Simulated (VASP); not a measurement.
Output of a VASP run:

File OSZICAR:
```
       N       E                     dE             d eps       ncg     rms          rms(c)
DAV:   1     0.421019556266E+03    0.42102E+03   -0.28633E+04   344   0.120E+03
DAV:   2    -0.412707882822E+00   -0.42143E+03   -0.41274E+03   391   0.321E+02
DAV:   3    -0.240348709236E+02   -0.23622E+02   -0.23538E+02   405   0.769E+01
DAV:   4    -0.243668740292E+02   -0.33200E+00   -0.33173E+00   410   0.812E+00
DAV:   5    -0.243708307831E+02   -0.39568E-02   -0.39543E-02   394   0.911E-01    0.125E+01
DAV:   6    -0.231074036948E+02    0.12634E+01   -0.31394E+00   398   0.139E+01    0.987E+00
DAV:   7    -0.230540010489E+02    0.53403E-01   -0.11095E+00   353   0.425E+00    0.415E+00
DAV:   8    -0.230430800455E+02    0.10921E-01   -0.14042E-01   418   0.297E+00    0.802E-01
DAV:   9    -0.230414961684E+02    0.15839E-02   -0.23414E-02   380   0.121E+00    0.347E-01
DAV:  10    -0.230416584783E+02   -0.16231E-03   -0.34659E-03   380   0.294E-01    0.118E-01
DAV:  11    -0.230415852500E+02    0.73228E-04   -0.48538E-04   383   0.114E-01    0.517E-02
DAV:  12    -0.230416210578E+02   -0.35808E-04   -0.21519E-04   361   0.483E-02    0.321E-02
DAV:  13    -0.230416320863E+02   -0.11029E-04   -0.22602E-05   367   0.305E-02    0.104E-02
DAV:  14    -0.230416342645E+02   -0.21782E-05   -0.18430E-05   386   0.267E-02    0.690E-03
DAV:  15    -0.230416336489E+02    0.61555E-06   -0.26060E-06   314   0.761E-03
   1 F= -.23041634E+02 E0= -.23041634E+02  d E =-.230416E+02
       N       E                     dE             d eps       ncg     rms          rms(c)
DAV:   1    -0.230427161544E+02   -0.10819E-02   -0.22644E-01   344   0.235E+00    0.210E-01
DAV:   2    -0.230421068769E+02    0.60928E-03   -0.29104E-03   378   0.418E-01    0.660E-02
DAV:   3    -0.230420237661E+02    0.83111E-04   -0.25785E-04   402   0.100E-01    0.578E-02
DAV:   4    -0.230420151461E+02    0.86201E-05   -0.23653E-05   399   0.256E-02    0.158E-02
DAV:   5    -0.230420149742E+02    0.17188E-06   -0.94699E-06   407   0.231E-02
   2 F= -.23042015E+02 E0= -.23042015E+02  d E =-.381325E-03
       N       E                     dE             d eps       ncg     rms          rms(c)
DAV:   1    -0.230424350218E+02   -0.41988E-03   -0.98958E-02   344   0.156E+00    0.139E-01
DAV:   2    -0.230421666677E+02    0.26835E-03   -0.12725E-03   378   0.277E-01    0.440E-02
DAV:   3    -0.230421305646E+02    0.36103E-04   -0.11301E-04   402   0.662E-02    0.385E-02
DAV:   4    -0.230421278371E+02    0.27275E-05   -0.10577E-05   399   0.170E-02    0.107E-02
DAV:   5    -0.230421282286E+02   -0.39150E-06   -0.41750E-06   334   0.154E-02
   3 F= -.23042128E+02 E0= -.23042128E+02  d E =-.494580E-03
```

File OUTCAR:
```
------------------------ aborting loop because EDIFF is reached ----------------------------------------
  FORCE on cell =-STRESS in cart. coord.  units (eV):
  Direction    XX          YY          ZZ          XY          YZ          ZX
  --------------------------------------------------------------------------------------
  Total        0.0830444      0.0830444      0.0830444     -0.0000000      0.0000000     -0.0000000
  in kB        0.5283587      0.5283587      0.5283587     -0.0000000      0.0000000     -0.0000000
  external PRESSURE =       0.5283587 kB  Pullay stress =       0.0000000 kB
  volume of cell :      251.82
      direct lattice vectors                 reciprocal lattice vectors
     6.314863286 -0.000000000  0.000000000     0.158356556  0.000000000  0.000000000
    -0.000000000  6.314863286 -0.000000000     0.000000000  0.158356556  0.000000000
    -0.000000000  0.000000000  6.314863286    -0.000000000  0.000000000  0.158356556
 POSITION                                       TOTAL-FORCE (eV/Angst)
 -----------------------------------------------------------------------------------
      0.09593      6.21893      6.21893        -0.010632      0.010632      0.010632
      3.06150      3.25337      6.21893         0.010632     -0.010632      0.010632
      3.06150      6.21893      3.25337         0.010632      0.010632     -0.010632
      0.09593      3.25337      3.25337        -0.010632     -0.010632     -0.010632
      1.57872      1.57872      1.57872        -0.000000      0.000000      0.000000
      4.73615      4.73615      1.57872        -0.000000      0.000000      0.000000
      4.73615      1.57872      4.73615        -0.000000      0.000000      0.000000
      1.57872      4.73615      4.73615        -0.000000      0.000000      0.000000
 -----------------------------------------------------------------------------------
    total drift:                                0.000000      0.000000      0.000000
  FREE ENERGIE OF THE ION-ELECTRON SYSTEM (eV)
  ---------------------------------------------------
  free  energy   TOTEN  =       -23.0421282286 eV

  energy  without entropy=      -23.0421282286  energy(sigma->0) =      -23.04212823

 reached required accuracy - stopping structural energy minimisation
```
(Selected blocks of OUTCAR.)

### POSCAR
```
Cd4STe3
1
    6.3186744592    -0.0000000000    -0.0000000000
   -0.0000000000     6.3186744592     0.0000000000
   -0.0000000000     0.0000000000     6.3186744592
Cd Te S
4 3 1
Direct
  0.0155379629   0.9844620371   0.9844620371
  0.4844620371   0.5155379629   0.9844620371
  0.4844620371   0.9844620371   0.5155379629
  0.0155379629   0.5155379629   0.5155379629
  0.2500000000   0.2500000000   0.2500000000
  0.7500000000   0.7500000000   0.2500000000
  0.7500000000   0.2500000000   0.7500000000
  0.2500000000   0.7500000000   0.7500000000
```

Q: Reconstruct the remaining input files.

A: This is not unique; one that fits is the input of the run itself, PBEsol GGA, plane waves, VASP's PBE PAW potentials (set 64).

INCAR:
```
ALGO=Normal
EDIFF=1E-6
EDIFFG=-0.02
ENCUT=400
GGA=PS
IBRION=2
ISIF=3
ISMEAR=0
LASPH=.True.
LCHARG=.False.
LMAXMIX=4
LREAL=.False.
LWAVE=.False.
NELM=100
NSW=60
PREC=Accurate
SIGMA=0.05
SYSTEM=Cd4STe3
```

### KPOINTS
```
Regular mesh
0
Gamma
 3 3 3
```

POTCAR, in this order: Cd Te S (PBE.64 set). Program: vasp_std.

The structure was generated: Cd4STe3 was put into an ordered model structure (P-43m), which need not be its known phase. This run relaxes it. Symmetry was kept, so distortions that lower it aren't found. The start is the result of an earlier pass.
